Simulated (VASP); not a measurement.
A run of VASP 6.6.1 is set up as follows.

Contents of INCAR:

```
SYSTEM = SrTiO3
PREC     = Accurate       ! precision mode
ENCUT    = 520            ! plane-wave cutoff, eV
EDIFF    = 1E-7           ! SCF threshold, eV
ISMEAR   = 0              ! smearing method
SIGMA    = 0.03           ! smearing width, eV
LREAL    = .False.        ! projectors in reciprocal space
LASPH    = .True.         ! aspherical terms in the spheres
NELM     = 80             ! most SCF steps
ALGO     = Normal         ! electronic algorithm
ISIF     = 2              ! what is computed and relaxed
LWAVE    = .False.        ! write WAVECAR
LCHARG   = .False.        ! write CHGCAR
LMAXMIX  = 4              ! l up to which the mixer works
GGA      = PE             ! functional
IVDW     = 12             ! dispersion correction
NBANDS   = 28             ! bands
ICORELEVEL= 1
```

File KPOINTS:

```
Automatic mesh
0
Gamma
  8 8 8
  0 0 0
```

File POSCAR:

```
SrTiO3                                  
1.0
    3.9133221018      0.0000000000      0.0000000000
    0.0000000000      3.9133221018      0.0000000000
    0.0000000000      0.0000000000      3.9133221018
  Sr              Ti              O             
     1     1     3
Direct
     0.5000000000000000    0.5000000000000000    0.5000000000000000
     0.0000000000000000    0.0000000000000000    0.0000000000000000
     0.5000000000000000    0.0000000000000000    0.0000000000000000
     0.0000000000000000    0.5000000000000000    0.0000000000000000
     0.0000000000000000    0.0000000000000000    0.5000000000000000
```

File KPOINTS_OPT:

```
explicit points
124
Reciprocal
 0.0000000000  0.0000000000  0.0000000000 1
 0.0000000000  0.0263157895  0.0000000000 1
 0.0000000000  0.0526315789  0.0000000000 1
 0.0000000000  0.0789473684  0.0000000000 1
 0.0000000000  0.1052631579  0.0000000000 1
 0.0000000000  0.1315789474  0.0000000000 1
 0.0000000000  0.1578947368  0.0000000000 1
 0.0000000000  0.1842105263  0.0000000000 1
 0.0000000000  0.2105263158  0.0000000000 1
 0.0000000000  0.2368421053  0.0000000000 1
 0.0000000000  0.2631578947  0.0000000000 1
 0.0000000000  0.2894736842  0.0000000000 1
 0.0000000000  0.3157894737  0.0000000000 1
 0.0000000000  0.3421052632  0.0000000000 1
 0.0000000000  0.3684210526  0.0000000000 1
 0.0000000000  0.3947368421  0.0000000000 1
 0.0000000000  0.4210526316  0.0000000000 1
 0.0000000000  0.4473684211  0.0000000000 1
 0.0000000000  0.4736842105  0.0000000000 1
 0.0000000000  0.5000000000  0.0000000000 1
 0.0000000000  0.5000000000  0.0000000000 1
 0.0263157895  0.5000000000  0.0000000000 1
 0.0526315789  0.5000000000  0.0000000000 1
 0.0789473684  0.5000000000  0.0000000000 1
 0.1052631579  0.5000000000  0.0000000000 1
 0.1315789474  0.5000000000  0.0000000000 1
 0.1578947368  0.5000000000  0.0000000000 1
 0.1842105263  0.5000000000  0.0000000000 1
 0.2105263158  0.5000000000  0.0000000000 1
 0.2368421053  0.5000000000  0.0000000000 1
 0.2631578947  0.5000000000  0.0000000000 1
 0.2894736842  0.5000000000  0.0000000000 1
 0.3157894737  0.5000000000  0.0000000000 1
 0.3421052632  0.5000000000  0.0000000000 1
 0.3684210526  0.5000000000  0.0000000000 1
 0.3947368421  0.5000000000  0.0000000000 1
 0.4210526316  0.5000000000  0.0000000000 1
 0.4473684211  0.5000000000  0.0000000000 1
 0.4736842105  0.5000000000  0.0000000000 1
 0.5000000000  0.5000000000  0.0000000000 1
 0.5000000000  0.5000000000  0.0000000000 1
 0.4736842105  0.4736842105  0.0000000000 1
 0.4473684211  0.4473684211  0.0000000000 1
 0.4210526316  0.4210526316  0.0000000000 1
 0.3947368421  0.3947368421  0.0000000000 1
 0.3684210526  0.3684210526  0.0000000000 1
 0.3421052632  0.3421052632  0.0000000000 1
 0.3157894737  0.3157894737  0.0000000000 1
 0.2894736842  0.2894736842  0.0000000000 1
 0.2631578947  0.2631578947  0.0000000000 1
 0.2368421053  0.2368421053  0.0000000000 1
 0.2105263158  0.2105263158  0.0000000000 1
 0.1842105263  0.1842105263  0.0000000000 1
 0.1578947368  0.1578947368  0.0000000000 1
 0.1315789474  0.1315789474  0.0000000000 1
 0.1052631579  0.1052631579  0.0000000000 1
 0.0789473684  0.0789473684  0.0000000000 1
 0.0526315789  0.0526315789  0.0000000000 1
 0.0263157895  0.0263157895  0.0000000000 1
 0.0000000000  0.0000000000  0.0000000000 1
 0.0000000000  0.0000000000  0.0000000000 1
 0.0263157895  0.0263157895  0.0263157895 1
 0.0526315789  0.0526315789  0.0526315789 1
 0.0789473684  0.0789473684  0.0789473684 1
 0.1052631579  0.1052631579  0.1052631579 1
 0.1315789474  0.1315789474  0.1315789474 1
 0.1578947368  0.1578947368  0.1578947368 1
 0.1842105263  0.1842105263  0.1842105263 1
 0.2105263158  0.2105263158  0.2105263158 1
 0.2368421053  0.2368421053  0.2368421053 1
 0.2631578947  0.2631578947  0.2631578947 1
 0.2894736842  0.2894736842  0.2894736842 1
 0.3157894737  0.3157894737  0.3157894737 1
 0.3421052632  0.3421052632  0.3421052632 1
 0.3684210526  0.3684210526  0.3684210526 1
 0.3947368421  0.3947368421  0.3947368421 1
 0.4210526316  0.4210526316  0.4210526316 1
 0.4473684211  0.4473684211  0.4473684211 1
 0.4736842105  0.4736842105  0.4736842105 1
 0.5000000000  0.5000000000  0.5000000000 1
 0.5000000000  0.5000000000  0.5000000000 1
 0.4736842105  0.5000000000  0.4736842105 1
 0.4473684211  0.5000000000  0.4473684211 1
 0.4210526316  0.5000000000  0.4210526316 1
 0.3947368421  0.5000000000  0.3947368421 1
 0.3684210526  0.5000000000  0.3684210526 1
 0.3421052632  0.5000000000  0.3421052632 1
 0.3157894737  0.5000000000  0.3157894737 1
 0.2894736842  0.5000000000  0.2894736842 1
 0.2631578947  0.5000000000  0.2631578947 1
 0.2368421053  0.5000000000  0.2368421053 1
 0.2105263158  0.5000000000  0.2105263158 1
 0.1842105263  0.5000000000  0.1842105263 1
 0.1578947368  0.5000000000  0.1578947368 1
 0.1315789474  0.5000000000  0.1315789474 1
 0.1052631579  0.5000000000  0.1052631579 1
 0.0789473684  0.5000000000  0.0789473684 1
 0.0526315789  0.5000000000  0.0526315789 1
 0.0263157895  0.5000000000  0.0263157895 1
 0.0000000000  0.5000000000  0.0000000000 1
 0.5000000000  0.5000000000  0.0000000000 1
 0.5000000000  0.5000000000  0.0263157895 1
 0.5000000000  0.5000000000  0.0526315789 1
 0.5000000000  0.5000000000  0.0789473684 1
 0.5000000000  0.5000000000  0.1052631579 1
 0.5000000000  0.5000000000  0.1315789474 1
 0.5000000000  0.5000000000  0.1578947368 1
 0.5000000000  0.5000000000  0.1842105263 1
 0.5000000000  0.5000000000  0.2105263158 1
 0.5000000000  0.5000000000  0.2368421053 1
 0.5000000000  0.5000000000  0.2631578947 1
 0.5000000000  0.5000000000  0.2894736842 1
 0.5000000000  0.5000000000  0.3157894737 1
 0.5000000000  0.5000000000  0.3421052632 1
 0.5000000000  0.5000000000  0.3684210526 1
 0.5000000000  0.5000000000  0.3947368421 1
 0.5000000000  0.5000000000  0.4210526316 1
 0.5000000000  0.5000000000  0.4473684211 1
 0.5000000000  0.5000000000  0.4736842105 1
 0.5000000000  0.5000000000  0.5000000000 1
 0.0000000000  0.0000000000  0.0000000000 1
 0.5000000000  0.5000000000  0.0000000000 1
 0.5000000000  0.5000000000  0.5000000000 1
 0.0000000000  0.5000000000  0.0000000000 1
```

Potentials or basis: VASP PAW PBE potentials, release 64 (Sr_sv, Ti_sv, O).

Launch:

```sh
$ cat potpaw_PBE.64/Sr_sv/POTCAR potpaw_PBE.64/Ti_sv/POTCAR potpaw_PBE.64/O/POTCAR > POTCAR
$ mpirun -np 1 vasp_std > vasp.out
```

Problem. Estimate the band gap along the path.

Solution. 1.84 eV, indirect (least direct gap 2.20 eV).

Problem. What does it give for the dispersion energy per atom?

Solution. -0.264 eV.

Problem. Estimate the band gap on the k mesh.

Solution. 1.84 eV, indirect (least direct gap 2.20 eV).

Core levels (eV, on the scale of the bands):
```tsv
atom	levels
1 Sr	1s -15923.0, 2s -2145.6, 2p -1905.0, 3s -321.6, 3p -243.9, 3d -115.8
2 Ti	1s -4858.2, 2s -527.4, 2p -434.6
3 O	1s -499.9
4 O	1s -499.9
5 O	1s -499.9
```

Expect the measured gap to be larger: semilocal functionals such as PBE lack the derivative discontinuity.
